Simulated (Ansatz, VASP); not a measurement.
# Cross-check of MgB2 between VASP and Ansatz, part 2 of 2

Wanted: the spread between two codes on one cell, functional and k mesh. The cell is taken from a series of runs on this material, whose earlier steps may have relaxed, scaled, displaced or heated it; both programs get it as it stands.

VASP 6.6.1 and Ansatz 0.2.0.

So far: The structure; Ansatz: relaxation of cell and atoms, r2SCAN; VASP: relaxation of cell and atoms, r2SCAN; Comparison.

## Step 5: Ansatz: zone-centre phonons, PBE

Level of this step: Ansatz beside VASP: Kohn-Sham DFT, plane waves, PBE (Ansatz).

Second derivatives magnify differences that forces hide, and they need a tight electronic threshold.

The cell is taken from a series of runs on this material, whose earlier steps may have relaxed, scaled, displaced or heated it; both programs get it as it stands.

input.yaml reads:

```yaml
crystal:
  lattice:
    - [3.0731111949, 0.0, 0.0]
    - [-1.5365555974, 2.6613923634, 0.0]
    - [0.0, 0.0, 3.5308476752]
  atoms:
    - { symbol: Mg, position: [0.0, 0.0, 0.0] }
    - { symbol: B, position: [0.3333333333, 0.6666666667, 0.5] }
    - { symbol: B, position: [0.6666666667, 0.3333333333, 0.5] }
kpoints:
  mp_grid: { grid: [15, 15, 12] }
hamiltonian:
  xc: pbe
  pseudopotentials: { kind: paw, azcp: { folder: soft_1 } }
scf:
  occupations: { method: methfessel_paxton, width: 0.2 }
output:
  eigenvalues: true
phonons:
  method: dfpt
```

On the command line:

```
$ ansatz run input.yaml --threads 4 --pin off --max-ram 16384MiB --backend cpu --events-out ev --progress --plain --runs-dir out
```

Numbers of over 12 decimals in the logs are rounded to 6 here.

What it wrote:

```text
zone centre: on kpoints.mp_grid the ground state, and the responses unless they are solved on pairs of k-points, stand on 448 of the mesh's 2700 k-points, reduced under 4 symmetry operations, with k and −k counted as one. Each operation leaves every solved displacement unchanged or reverses it
[...]
Crystal: 3 atoms, lattice volume = 28.878 Å³
[...]
k mesh reduced under 4 symmetry operations, with k and −k counted as one. Each operation leaves every solved displacement unchanged or reverses it
  ASR residual: 9.769e-5 → 0.000e0 eV/Å²; symmetrization residual: 1.160e-6 eV/Å²
  ASR residual per site (eV/Å²): 9.77e-5 4.05e-5 4.05e-5
  Γ frequencies (cm⁻¹): 0.00 0.00 0.00 329.54 329.54 397.19 569.76 569.76 686.19
  non-analytic LO–TO correction: not included (Born effective charges unavailable; polar crystals: no LO–TO splitting at Γ)
[key lines of the parts left out:]
SCF converged after 9 iterations
Free energy (F): -2236.023952 eV
Fermi energy:    9.236716 eV
```

## Step 6: VASP: zone-centre phonons, PBE

The same cell, functional, mesh and smearing now go to VASP, with its own data sets.

INCAR reads:

```
SYSTEM = MgB2
PREC = Accurate
ENCUT = 600
EDIFF = 1E-08
NELM = 120
ISMEAR = 1
SIGMA = 0.2
LREAL = .FALSE.
ALGO = Normal
GGA = PE
NBANDS = 10
LORBIT = 11
LWAVE = .FALSE.
LCHARG = .FALSE.
ISIF = 2
IBRION = 8
LASPH = .TRUE.
GGA_COMPAT = .FALSE.
KPAR = 2
```

POSCAR reads:

```
MgB2
1.0
    3.0731111949      0.0000000000      0.0000000000
   -1.5365555974      2.6613923634      0.0000000000
    0.0000000000      0.0000000000      3.5308476752
Mg B
1 2
Direct
    0.0000000000      0.0000000000      0.0000000000
    0.3333333333      0.6666666667      0.5000000000
    0.6666666667      0.3333333333      0.5000000000
```

KPOINTS reads:

```
Automatic mesh
0
Gamma
15 15 12
0 0 0
```

Potentials, in the order of the species: Mg and B (PBE family, release 64).

On the command line:

```
$ mpirun -np 2 vasp_std
```

What it wrote:

```text
[banner, memory and clock lines left out]
running    2 mpi-ranks, on    1 nodes
[...]
LDA part: xc-table for (Slater+PW92), standard interpolation
 POSCAR, INCAR and KPOINTS ok, starting setup
[...]
entering main loop
       N       E                     dE             d eps       ncg     rms          rms(c)
DAV:   1     0.785903906872E+01    0.78590E+01   -0.41532E+03  3932   0.755E+02
DAV:   2    -0.163927912180E+02   -0.24252E+02   -0.22981E+02  5040   0.118E+02
DAV:   3    -0.170433345479E+02   -0.65054E+00   -0.64640E+00  4938   0.173E+01
DAV:   4    -0.170451891704E+02   -0.18546E-02   -0.18543E-02  4868   0.928E-01
[...]
DAV:  12    -0.153255413322E+02    0.28026E-06   -0.32337E-06  4412   0.965E-03    0.165E-03
DAV:  13    -0.153255412706E+02    0.61597E-07   -0.36033E-07  4410   0.339E-03    0.142E-04
DAV:  14    -0.153255412650E+02    0.56241E-08   -0.10984E-08  3630   0.734E-04
   1 F= -.15325541E+02 E0= -.15325266E+02  d E =-.824603E-03
 Linear response reoptimize wavefunctions to high precision
[...]
RMM:   8    -0.454007047245E-01   -0.55209E-06   -0.30597E-08 28409   0.127E-04    0.264E-05
RMM:   9    -0.454003298148E-01    0.37491E-06   -0.19311E-08 28339   0.808E-05    0.259E-06
RMM:  10    -0.454003339302E-01   -0.41154E-08   -0.66312E-09 28494   0.460E-05    0.864E-07
 first order change of Fermi-energy  -0.37235E-04
 force on displaced ion       2 direction 1 :  -7.678   0.002   0.000
 Linear response progress:
  Degree of freedom:   4/  4
       N       E                     dE             d eps       ncg     rms          rms(c)
RMM:   1    -0.414130936878E-01   -0.41413E-01    0.43278E-02 11759   0.112E+00
RMM:   2    -0.418623142162E-01   -0.44922E-03   -0.36673E-04  8858   0.128E-01    0.124E-01
RMM:   3    -0.417093706608E-01    0.15294E-03   -0.39171E-04  8591   0.111E-01    0.560E-02
RMM:   4    -0.420312879412E-01   -0.32192E-03   -0.19182E-04  8968   0.744E-02    0.130E-02
[...]
RMM:   8    -0.420208756036E-01   -0.43333E-06   -0.62172E-09 10102   0.104E-04    0.194E-05
RMM:   9    -0.420208605289E-01    0.15075E-07   -0.97013E-09  9979   0.557E-05    0.182E-06
RMM:  10    -0.420208549920E-01    0.55369E-08   -0.10816E-08  9602   0.386E-05    0.428E-07
 first order change of Fermi-energy   0.75943E-04
 force on displaced ion       2 direction 3 :  -0.000   0.000 -11.016
 Linear response finished
```

Parts of OUTCAR (step 6):

```text
  Total       -0.0329605     -0.0329605     -0.0704499     -0.0000000     -0.0000000      0.0000000
  in kB       -1.8286842     -1.8286842     -3.9086300     -0.0000000     -0.0000000      0.0000000
  external PRESSURE =      -2.5219994 kB  Pullay stress =       0.0000000 kB

 POSITION                                       TOTAL-FORCE (eV/Angst)
 -----------------------------------------------------------------------------------
      0.00000      0.00000      0.00000         0.000000      0.000000      0.000000
     -0.00000      1.77426      1.76542        -0.000000      0.000000     -0.000000
      1.53656      0.88713      1.76542         0.000000     -0.000000      0.000000
 -----------------------------------------------------------------------------------
    total drift:                                0.000000      0.000000     -0.000000

[... 1 part as in an earlier step ...]

[... 1 further part left out ...]
```

## Step 7: Differences

What differs besides the data sets and the points named for the pairs above, as far as they apply: the data sets hold 16 valence electrons in Ansatz (on its PAW soft_1 files) and 8 in VASP; the cutoff is 420 eV in Ansatz and 600 eV in VASP. Total energies have different zeros and are not compared.

Both answers:

```tsv
quantity	Ansatz	VASP	difference
optical mode 1 to 2 (cm⁻¹)	329.5	330.8	-0.38 %
optical mode 3 (cm⁻¹)	397.2	398.1	-0.23 %
optical mode 4 to 5 (cm⁻¹)	569.8	572.9	-0.55 %
optical mode 6 (cm⁻¹)	686.2	685.8	+0.06 %
```

Modes are paired by rising frequency, not by their patterns, so a pair may set unlike modes beside each other; they are those without the splitting of longitudinal modes.

## Step 8: What came out

```json
{
 "difference in volume (relaxation of cell and atoms, r2SCAN)": "0.41 %",
 "r.m.s. difference of the optical zone-centre modes, each program's sorted by frequency (zone-centre phonons, PBE)": "2.0 cm⁻¹",
 "difference in optical mode 4 to 5 (zone-centre phonons, PBE)": "-0.6 %"
}
```

The difference in volume is 0.41 % (relaxation of cell and atoms, r2SCAN), within the 1.2 % picked in this series as the mark of a large difference, as far as the stopping tolerances let one tell. The data sets hold unlike numbers of valence electrons (16 in Ansatz and 8 in VASP), so part of the differences comes from the potentials. Among the rows given in per cent, the largest difference of the zone-centre phonons, PBE pair is in optical mode 4 to 5, -0.6 %. 1 further run of this series is not shown here. Such differences can come from data sets, numerical settings and the points named under the comparisons, not from the functional's error against experiment.

[Lines on the potential files, build, host, timing and source positions are cut from VASP's logs without a mark.]

[Logs are printed without paths, hosts, clocks, repeated set-up lines and the standing remarks that a program may print on its own settings, such as how far it seeks lower states.]

[Hosts, paths, dates, database ids (printed as entryN), source tags and the programs' standing remarks are cut or masked in the printed files.]
